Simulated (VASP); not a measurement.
# ZrB2: accuracy against cost in the plane-wave cutoff and k-mesh, part 2 of 3

How sensitive are energy and pressure of ZrB2 to the plane-wave cutoff and k-mesh? The series runs use r2SCAN. The start is a cell from a database of measured crystal structures.

VASP 6.6.1; r2SCAN; plane waves and PAW (Zr_sv, B).

So far. Step 6 (Plane-wave cutoff: ENCUT = 370): Against the run before the energy moves by +0.50 meV an atom and the pressure by +0.64 GPa, after 12 cycles in 18 s.

## (7) Plane-wave cutoff: ENCUT = 410

INCAR reads:

```
SYSTEM = ZrB2
PREC = Accurate
ENCUT = 410
EDIFF = 1E-06
NELM = 100
ISMEAR = -1
SIGMA = 0.05
LREAL = .FALSE.
ALGO = Normal
METAGGA = R2SCAN
LASPH = .TRUE.
NBANDS = 15
LORBIT = 11
LWAVE = .FALSE.
LCHARG = .FALSE.
KPAR = 4
ISIF = 2
```

POSCAR reads:

```
ZrB2
1.0
    3.1700000000      0.0000000000      0.0000000000
   -1.5850000000      2.7453005300      0.0000000000
    0.0000000000      0.0000000000      3.5330000000
Zr B
1 2
Direct
    0.0000000000      0.0000000000      0.0000000000
    0.3333333333      0.6666666667      0.5000000000
    0.6666666667      0.3333333333      0.5000000000
```

KPOINTS reads:

```
Automatic mesh
0
Gamma
10 10 8
0 0 0
```

The projector-augmented-wave data sets are Zr_sv and B (PBE family, release 64).

On the command line:

```
$ mpirun -np 4 vasp_std
```

The log of the run:

```text
[... set-up lines as in an earlier step ...]
 entering main loop
       N       E                     dE             d eps       ncg     rms          rms(c)
DAV:   1     0.685175798824E+02    0.68518E+02   -0.87088E+03  2100   0.103E+03
DAV:   2    -0.456204268426E+02   -0.11414E+03   -0.11025E+03  2758   0.282E+02
DAV:   3    -0.493708524749E+02   -0.37504E+01   -0.37323E+01  3335   0.442E+01
DAV:   4    -0.494401725952E+02   -0.69320E-01   -0.69313E-01  2444   0.554E+00
[...]
DAV:  10    -0.406326403328E+02   -0.33199E-03   -0.40766E-04  2639   0.175E-01    0.515E-02
DAV:  11    -0.406326851171E+02   -0.44784E-04   -0.63112E-05  2598   0.776E-02    0.121E-02
DAV:  12    -0.406326852829E+02   -0.16582E-06   -0.13419E-06  2156   0.107E-02
   1 F= -.40632685E+02 E0= -.40631277E+02  d E =-.281695E-02
```

Wall time 24 s (4 MPI ranks of AMD EPYC 7R43, shared host); peak memory 0.45 GiB; 90 s of CPU time.

Parts of OUTCAR (step 7):

```text
  Total        0.0005873      0.0005873      0.4825389      0.0000000      0.0000000      0.0000000
  in kB        0.0306030      0.0306030     25.1449145      0.0000000      0.0000000      0.0000000
  external PRESSURE =       8.4020402 kB  Pullay stress =       0.0000000 kB

 POSITION                                       TOTAL-FORCE (eV/Angst)
 -----------------------------------------------------------------------------------
      0.00000      0.00000      0.00000        -0.000000      0.000000      0.000000
     -0.00000      1.83020      1.76650         0.000000      0.000000      0.000000
      1.58500      0.91510      1.76650        -0.000000     -0.000000      0.000000
 -----------------------------------------------------------------------------------
    total drift:                               -0.000000      0.000000      0.000000

  FREE ENERGIE OF THE ION-ELECTRON SYSTEM (eV)
  ---------------------------------------------------
  free  energy   TOTEN  =       -40.6326852829 eV

  energy  without entropy=      -40.6298683312  energy(sigma->0) =      -40.63127681

[... 1 part as in an earlier step ...]

[... 2 further parts left out ...]
[key lines of the parts left out:]
E-fermi :  10.5708
```

Against the run before the energy moves by -0.05 meV an atom and the pressure by +0.26 GPa, after 12 cycles in 24 s.

## (8) Plane-wave cutoff: ENCUT = 510

Changes to INCAR since step 7:

```diff
@@ -2,3 +2,3 @@
 PREC = Accurate
-ENCUT = 410
+ENCUT = 510
 EDIFF = 1E-06
```

POSCAR is that of step 7.

KPOINTS is that of step 7.

On the command line:

```
$ mpirun -np 4 vasp_std
```

The log of the run:

```text
[... set-up lines as in an earlier step ...]
 entering main loop
       N       E                     dE             d eps       ncg     rms          rms(c)
DAV:   1     0.876457978392E+02    0.87646E+02   -0.10006E+04  2100   0.122E+03
DAV:   2    -0.444000785827E+02   -0.13205E+03   -0.12682E+03  2604   0.313E+02
DAV:   3    -0.493659051663E+02   -0.49658E+01   -0.49329E+01  3545   0.511E+01
DAV:   4    -0.494410756207E+02   -0.75170E-01   -0.75155E-01  2294   0.606E+00
[...]
DAV:  10    -0.406335421140E+02   -0.34496E-03   -0.42964E-04  2728   0.184E-01    0.521E-02
DAV:  11    -0.406335880299E+02   -0.45916E-04   -0.63992E-05  2493   0.792E-02    0.121E-02
DAV:  12    -0.406335881041E+02   -0.74177E-07   -0.14307E-06  2215   0.113E-02
   1 F= -.40633588E+02 E0= -.40632179E+02  d E =-.281783E-02
```

Wall time 27 s (4 MPI ranks); peak memory 0.54 GiB.

Parts of OUTCAR (step 8):

```text
  Total        0.0103378      0.0103378      0.4925012      0.0000000      0.0000000     -0.0000000
  in kB        0.5387008      0.5387008     25.6640447      0.0000000      0.0000000     -0.0000000
  external PRESSURE =       8.9138154 kB  Pullay stress =       0.0000000 kB

 POSITION                                       TOTAL-FORCE (eV/Angst)
 -----------------------------------------------------------------------------------
      0.00000      0.00000      0.00000         0.000000      0.000000      0.000000
     -0.00000      1.83020      1.76650        -0.000000      0.000000      0.000000
      1.58500      0.91510      1.76650         0.000000      0.000000      0.000000
 -----------------------------------------------------------------------------------
    total drift:                               -0.000000      0.000000      0.000000

  FREE ENERGIE OF THE ION-ELECTRON SYSTEM (eV)
  ---------------------------------------------------
  free  energy   TOTEN  =       -40.6335881041 eV

  energy  without entropy=      -40.6307702723  energy(sigma->0) =      -40.63217919

[... 1 part as in an earlier step ...]

[... 2 further parts left out ...]
[key lines of the parts left out:]
E-fermi :  10.5706
```

Against the run before the energy moves by -0.30 meV an atom and the pressure by +0.05 GPa, after 12 cycles in 27 s.

## (9) Plane-wave cutoff: ENCUT = 640

Changes to INCAR since step 8:

```diff
@@ -2,3 +2,3 @@
 PREC = Accurate
-ENCUT = 510
+ENCUT = 640
 EDIFF = 1E-06
```

POSCAR is that of step 8.

KPOINTS is that of step 8.

On the command line:

```
$ mpirun -np 4 vasp_std
```

The log of the run:

```text
[... set-up lines as in an earlier step ...]
 entering main loop
       N       E                     dE             d eps       ncg     rms          rms(c)
DAV:   1     0.106064013760E+03    0.10606E+03   -0.11422E+04  2100   0.146E+03
DAV:   2    -0.433302988804E+02   -0.14939E+03   -0.14415E+03  2653   0.343E+02
DAV:   3    -0.493520223690E+02   -0.60217E+01   -0.59841E+01  3588   0.581E+01
DAV:   4    -0.494438782493E+02   -0.91856E-01   -0.91816E-01  2386   0.701E+00
[...]
DAV:  10    -0.406345617389E+02   -0.35124E-03   -0.45194E-04  2702   0.192E-01    0.527E-02
DAV:  11    -0.406346093732E+02   -0.47634E-04   -0.66513E-05  2535   0.831E-02    0.121E-02
DAV:  12    -0.406346096450E+02   -0.27174E-06   -0.15766E-06  2285   0.122E-02
   1 F= -.40634610E+02 E0= -.40633201E+02  d E =-.281750E-02
```

Run time: 37 s. Hardware: 4 MPI ranks; peak memory 0.66 GiB; 2.4 min of CPU time.

Parts of OUTCAR (step 9):

```text
  Total        0.0099543      0.0099543      0.4920069      0.0000000      0.0000000     -0.0000000
  in kB        0.5187160      0.5187160     25.6382865      0.0000000      0.0000000     -0.0000000
  external PRESSURE =       8.8919062 kB  Pullay stress =       0.0000000 kB

 POSITION                                       TOTAL-FORCE (eV/Angst)
 -----------------------------------------------------------------------------------
      0.00000      0.00000      0.00000         0.000000      0.000000     -0.000000
     -0.00000      1.83020      1.76650        -0.000000      0.000000     -0.000000
      1.58500      0.91510      1.76650         0.000000      0.000000      0.000000
 -----------------------------------------------------------------------------------
    total drift:                               -0.000000      0.000000      0.000000

  FREE ENERGIE OF THE ION-ELECTRON SYSTEM (eV)
  ---------------------------------------------------
  free  energy   TOTEN  =       -40.6346096450 eV

  energy  without entropy=      -40.6317921493  energy(sigma->0) =      -40.63320090

[... 1 part as in an earlier step ...]

[... 2 further parts left out ...]
[key lines of the parts left out:]
E-fermi :  10.5701
```

Against the run before the energy moves by -0.34 meV an atom while the pressure stays within 0.01 GPa, after 12 cycles in 37 s.

## (10) The plane-wave cutoff series as a table

This step: convergence of r2SCAN results with the cutoff; plane waves and PAW (VASP 6.6.1).

No new run; the numbers come from the runs before.

Differences are taken from the run with ENCUT = 640. Results of the series, by row:

| setting | status | energy less the reference (meV/atom) | pressure (GPa) | SCF cycles | wall time (s) |
| --- | --- | --- | --- | --- | --- |
| ENCUT = 190 | converged | 167 | -30.35 | 15 | 9.6 |
| ENCUT = 240 | converged | 32.28 | -3.787 | 12 | 9.8 |
| ENCUT = 290 | converged | 5.103 | -0.6471 | 12 | 14 |
| ENCUT = 320 | converged | 0.1898 | -0.05764 | 12 | 16 |
| ENCUT = 370 | converged | 0.6922 | 0.58 | 12 | 18 |
| ENCUT = 410 | converged | 0.6414 | 0.8402 | 12 | 24 |
| ENCUT = 510 | converged | 0.3406 | 0.8914 | 12 | 27 |
| ENCUT = 640 | converged | 0 | 0.8892 | 12 | 37 |

## (11) K-mesh: 2 2 2

This step: r2SCAN; plane waves and PAW (Zr_sv, B) (VASP 6.6.1).

The sum over the zone converges with the mesh, fast for insulators and slowly for metals.

Changes to INCAR since step 9:

```diff
@@ -2,3 +2,3 @@
 PREC = Accurate
-ENCUT = 640
+ENCUT = 420
 EDIFF = 1E-06
@@ -15,3 +15,3 @@
 LCHARG = .FALSE.
-KPAR = 4
+NCORE = 4
 ISIF = 2
```

POSCAR is that of step 9.

KPOINTS reads:

```
Automatic mesh
0
Gamma
2 2 2
0 0 0
```

On the command line:

```
$ mpirun -np 4 vasp_std
```

The log of the run:

```text
[banner, memory and clock lines left out]
running    4 mpi-ranks, on    1 nodes
 distrk:  each k-point on    4 cores,    1 groups
 distr:  one band on    4 cores,    1 groups

 POSCAR found type information on POSCAR ZrB
 POSCAR found :  2 types and       3 ions
 [... a notice as in an earlier step ...]

 LDA part: xc-table for (None), standard interpolation
 POSCAR, INCAR and KPOINTS ok, starting setup
 FFT: planning ... GRIDC
 FFT: planning ... GRID_SOFT
 FFT: planning ... GRID
 WAVECAR not read
 entering main loop
       N       E                     dE             d eps       ncg     rms          rms(c)
DAV:   1     0.810471956050E+02    0.81047E+02   -0.88964E+03   120   0.105E+03
DAV:   2    -0.449545817331E+02   -0.12600E+03   -0.12271E+03   162   0.284E+02
DAV:   3    -0.492670081670E+02   -0.43124E+01   -0.42879E+01   179   0.473E+01
DAV:   4    -0.493456823484E+02   -0.78674E-01   -0.78594E-01   141   0.586E+00
DAV:   5    -0.493501488580E+02   -0.44665E-02   -0.44665E-02   165   0.851E-01    0.243E+01
DAV:   6    -0.401604330826E+02    0.91897E+01   -0.68177E+00   148   0.215E+01    0.737E+00
DAV:   7    -0.400206696732E+02    0.13976E+00   -0.94797E-01   127   0.729E+00    0.165E+00
DAV:   8    -0.400358277608E+02   -0.15158E-01   -0.52995E-02   150   0.176E+00    0.110E+00
DAV:   9    -0.400438522414E+02   -0.80245E-02   -0.75299E-03   164   0.821E-01    0.228E-01
DAV:  10    -0.400449256877E+02   -0.10734E-02   -0.15523E-03   151   0.406E-01    0.530E-02
DAV:  11    -0.400449786356E+02   -0.52948E-04   -0.11449E-04   141   0.986E-02    0.177E-02
DAV:  12    -0.400449809588E+02   -0.23232E-05   -0.37183E-06   148   0.174E-02    0.686E-03
DAV:  13    -0.400449817919E+02   -0.83313E-06   -0.91148E-07    82   0.777E-03
   1 F= -.40044982E+02 E0= -.40035287E+02  d E =-.193902E-01
```

Run time: 5 s. Hardware: 4 MPI ranks; peak memory 0.32 GiB; 18 s of CPU time.

OUTCAR, selected parts (step 11):

```text
   k-points           NKPTS =      4   k-points in BZ     NKDIM =      4   number of bands    NBANDS=     15

   ENCUT  =  420.0 eV  30.87 Ry    5.56 a.u.   5.30  5.30  5.90*2*pi/ulx,y,z

   NELECT =      18.0000    total number of electrons

 E-fermi :  11.0285

 k-point     1 :       0.0000    0.0000    0.0000
  band No.  band energies     occupation
    ...
      5      -2.7865      2.00000
      6       7.7910      2.00000
      7       7.9481      2.00000
      8       7.9481      2.00000
      9       8.1665      2.00000
     10      14.1047      0.00000
     11      14.1047      0.00000
     12      15.0175      0.00000
     13      15.0175      0.00000
     14      15.6566      0.00000
    ...

  Total        0.9384288      0.9384288     -1.3844577      0.0000000      0.0000000      0.0000000
  in kB       48.9011555     48.9011555    -72.1435454      0.0000000      0.0000000      0.0000000
  external PRESSURE =       8.5529219 kB  Pullay stress =       0.0000000 kB

 POSITION                                       TOTAL-FORCE (eV/Angst)
 -----------------------------------------------------------------------------------
      0.00000      0.00000      0.00000         0.000000      0.000000      0.000000
     -0.00000      1.83020      1.76650        -0.000000      0.000000      0.000000
      1.58500      0.91510      1.76650        -0.000000     -0.000000      0.000000
 -----------------------------------------------------------------------------------
    total drift:                               -0.000000      0.000000      0.000000

  FREE ENERGIE OF THE ION-ELECTRON SYSTEM (eV)
  ---------------------------------------------------
  free  energy   TOTEN  =       -40.0449817919 eV

  energy  without entropy=      -40.0255915463  energy(sigma->0) =      -40.03528667

[... 3 parts as in an earlier step ...]

[... 10 further parts left out ...]
```

Numbers from this step:

```
SCF cycles              : 13
irreducible k-points    : 4
free energy (TOTEN)     : -40.04 eV
energy at zero smearing : -40.04 eV
Fermi energy            : 11.03 eV
pressure                : 0.8553 GPa
```

The series starts at -13.3451 eV an atom and 0.86 GPa, after 13 cycles in 5 s.

## (12) K-mesh: 3 3 3

Changes to INCAR since step 11:

```diff
@@ -15,3 +15,4 @@
 LCHARG = .FALSE.
-NCORE = 4
+KPAR = 2
+NCORE = 2
 ISIF = 2
```

POSCAR is that of step 11.

KPOINTS reads:

```
Automatic mesh
0
Gamma
3 3 3
0 0 0
```

On the command line:

```
$ mpirun -np 4 vasp_std
```

The log of the run:

```text
[banner, memory and clock lines left out]
running    4 mpi-ranks, on    1 nodes
[...]
[... a notice as in an earlier step ...]

 LDA part: xc-table for (None), standard interpolation
 POSCAR, INCAR and KPOINTS ok, starting setup
[...]
entering main loop
       N       E                     dE             d eps       ncg     rms          rms(c)
DAV:   1     0.678222294297E+02    0.67822E+02   -0.88443E+03   180   0.104E+03
DAV:   2    -0.459230936951E+02   -0.11375E+03   -0.11128E+03   215   0.278E+02
DAV:   3    -0.495761290533E+02   -0.36530E+01   -0.36332E+01   276   0.435E+01
DAV:   4    -0.496273730863E+02   -0.51244E-01   -0.51222E-01   208   0.565E+00
[...]
DAV:  10    -0.406721764226E+02   -0.50502E-03   -0.60781E-04   247   0.216E-01    0.549E-02
DAV:  11    -0.406722290203E+02   -0.52598E-04   -0.92083E-05   194   0.869E-02    0.141E-02
DAV:  12    -0.406722299990E+02   -0.97876E-06   -0.16748E-06   214   0.118E-02
   1 F= -.40672230E+02 E0= -.40666832E+02  d E =-.107962E-01
```

The job ended after 5.2 s (4 MPI ranks; peak memory 0.36 GiB; 19 s of CPU time).

OUTCAR, selected parts (step 12):

```text
  Total        0.5560670      0.5560670     -1.0126842      0.0000000      0.0000000      0.0000000
  in kB       28.9764324     28.9764324    -52.7705750      0.0000000      0.0000000      0.0000000
  external PRESSURE =       1.7274299 kB  Pullay stress =       0.0000000 kB

 POSITION                                       TOTAL-FORCE (eV/Angst)
 -----------------------------------------------------------------------------------
      0.00000      0.00000      0.00000        -0.000000      0.000000      0.000000
     -0.00000      1.83020      1.76650         0.000000     -0.000000      0.000000
      1.58500      0.91510      1.76650        -0.000000      0.000000      0.000000
 -----------------------------------------------------------------------------------
    total drift:                               -0.000000      0.000000      0.000000

  FREE ENERGIE OF THE ION-ELECTRON SYSTEM (eV)
  ---------------------------------------------------
  free  energy   TOTEN  =       -40.6722299990 eV

  energy  without entropy=      -40.6614338216  energy(sigma->0) =      -40.66683191

[... 1 part as in an earlier step ...]

[... 2 further parts left out ...]
[key lines of the parts left out:]
E-fermi :  11.4590
```

Against the run before the energy moves by -210.52 meV an atom and the pressure by -0.68 GPa, after 12 cycles in 5.2 s.

## (13) K-mesh: 4 4 3

Changes to INCAR since step 12:

```diff
@@ -15,4 +15,3 @@
 LCHARG = .FALSE.
-KPAR = 2
-NCORE = 2
+KPAR = 4
 ISIF = 2
```

POSCAR is that of step 12.

KPOINTS reads:

```
Automatic mesh
0
Gamma
4 4 3
0 0 0
```

On the command line:

```
$ mpirun -np 4 vasp_std
```

The log of the run:

```text
[... set-up lines as in an earlier step ...]
 entering main loop
       N       E                     dE             d eps       ncg     rms          rms(c)
DAV:   1     0.653214708262E+02    0.65321E+02   -0.89264E+03   240   0.104E+03
DAV:   2    -0.449205182361E+02   -0.11024E+03   -0.10716E+03   296   0.284E+02
DAV:   3    -0.493393832649E+02   -0.44189E+01   -0.43691E+01   387   0.446E+01
DAV:   4    -0.494641568803E+02   -0.12477E+00   -0.12472E+00   254   0.754E+00
[...]
DAV:  10    -0.405914924591E+02   -0.37532E-03   -0.47027E-04   315   0.191E-01    0.481E-02
DAV:  11    -0.405915371592E+02   -0.44700E-04   -0.61980E-05   275   0.747E-02    0.124E-02
DAV:  12    -0.405915370378E+02    0.12138E-06   -0.17963E-06   266   0.124E-02
   1 F= -.40591537E+02 E0= -.40587532E+02  d E =-.801067E-02
```

Run time: 6.8 s. Hardware: 4 MPI ranks; peak memory 0.39 GiB; 24 s of CPU time.

Parts of OUTCAR (step 13):

```text
  Total        0.0784563      0.0784563      0.4389132      0.0000000      0.0000000      0.0000000
  in kB        4.0883268      4.0883268     22.8715946      0.0000000      0.0000000      0.0000000
  external PRESSURE =      10.3494161 kB  Pullay stress =       0.0000000 kB

  FREE ENERGIE OF THE ION-ELECTRON SYSTEM (eV)
  ---------------------------------------------------
  free  energy   TOTEN  =       -40.5915370378 eV

  energy  without entropy=      -40.5835263652  energy(sigma->0) =      -40.58753170

[... 2 parts as in an earlier step ...]

[... 2 further parts left out ...]
[key lines of the parts left out:]
E-fermi :  11.0964
```

Against the run before the energy moves by +26.43 meV an atom and the pressure by +0.86 GPa, after 12 cycles in 6.8 s.

## (14) K-mesh: 6 6 4

INCAR is that of step 13.

POSCAR is that of step 13.

KPOINTS reads:

```
Automatic mesh
0
Gamma
6 6 4
0 0 0
```

On the command line:

```
$ mpirun -np 4 vasp_std
```

The log of the run:

```text
[... set-up lines as in an earlier step ...]
 entering main loop
       N       E                     dE             d eps       ncg     rms          rms(c)
DAV:   1     0.667760436298E+02    0.66776E+02   -0.89483E+03   630   0.105E+03
DAV:   2    -0.459598772199E+02   -0.11274E+03   -0.10916E+03   805   0.287E+02
DAV:   3    -0.493499949238E+02   -0.33901E+01   -0.33719E+01   992   0.436E+01
DAV:   4    -0.494060773818E+02   -0.56082E-01   -0.56062E-01   738   0.529E+00
[...]
DAV:  10    -0.405874522260E+02   -0.30398E-03   -0.37908E-04   802   0.171E-01    0.466E-02
DAV:  11    -0.405874917811E+02   -0.39555E-04   -0.49079E-05   756   0.705E-02    0.122E-02
DAV:  12    -0.405874914199E+02    0.36112E-06   -0.19719E-06   567   0.134E-02
   1 F= -.40587491E+02 E0= -.40585045E+02  d E =-.489306E-02
```

It took 11 s on 4 MPI ranks; peak memory 0.4 GiB; 40 s of CPU time.

Parts of OUTCAR (step 14):

```text
  Total        0.2281790      0.2281790      0.1610082      0.0000000      0.0000000      0.0000000
  in kB       11.8903192     11.8903192      8.3900754      0.0000000      0.0000000      0.0000000
  external PRESSURE =      10.7235713 kB  Pullay stress =       0.0000000 kB

 POSITION                                       TOTAL-FORCE (eV/Angst)
 -----------------------------------------------------------------------------------
      0.00000      0.00000      0.00000        -0.000000      0.000000      0.000000
     -0.00000      1.83020      1.76650        -0.000000     -0.000000      0.000000
      1.58500      0.91510      1.76650         0.000000      0.000000      0.000000
 -----------------------------------------------------------------------------------
    total drift:                               -0.000000      0.000000      0.000000

  FREE ENERGIE OF THE ION-ELECTRON SYSTEM (eV)
  ---------------------------------------------------
  free  energy   TOTEN  =       -40.5874914199 eV

  energy  without entropy=      -40.5825983594  energy(sigma->0) =      -40.58504489

[... 1 part as in an earlier step ...]

[... 2 further parts left out ...]
[key lines of the parts left out:]
E-fermi :  10.2768
```

Against the run before the energy moves by +0.83 meV an atom and the pressure by +0.04 GPa, after 12 cycles in 11 s.

(Continued in part 3 of 3.)

[Lines on the potential files, build, host, timing and source positions are cut from VASP's logs without a mark.]

[Logs are printed without paths, hosts, clocks, repeated set-up lines and the standing remarks that a program may print on its own settings, such as how far it seeks lower states.]

[Hosts, paths, dates, database ids (printed as entryN), source tags and the programs' standing remarks are cut or masked in the printed files.]

[A measured line is paired with the nearest computed mode of its activity, which favours agreement.]
